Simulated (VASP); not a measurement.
MgZn17S18 (a cell with a defect) (Wurtzite-6H), 36 atoms in the cell. The cell holds a defect, 36 atoms: a = 6.603 Å, b = 6.603 Å, c = 18.690 Å, α = 90.00°, β = 90.00°, γ = 120.00°. 

```yaml
Program: VASP 6.6.1
Task: single point
Functional: PBE
Potentials_or_basis: VASP PAW PBE potentials, release 64 (Zn, Mg, S)
Cutoff: 520 eV
k_mesh: 3 × 3 × 1
Occupations: fermi-dirac, width 0.01 eV
Spin: no spin polarisation
Dipole_correction: no
Further_INCAR_settings: LREAL = Auto; ALGO = Fast; EDIFF = 1e-07; NBANDS = 181
```

Potentials or basis: VASP PAW PBE potentials, release 64 (Zn, Mg, S).

Command:

```console
$ cat potpaw_PBE.64/Zn/POTCAR potpaw_PBE.64/Mg/POTCAR potpaw_PBE.64/S/POTCAR > POTCAR
$ mpirun -np 1 vasp_std > vasp.out
```

Hardware: 1 thread of Intel(R) Xeon(R) 6975P-C (Granite Rapids), on a shared host.

**Question.** Estimate the wall time of this run.

**Answer.** Wall time 17 min on 1 thread of Intel(R) Xeon(R) 6975P-C (Granite Rapids), on a shared host, peak memory 0.87 GiB. Counts: scf iterations 35, k points 3.
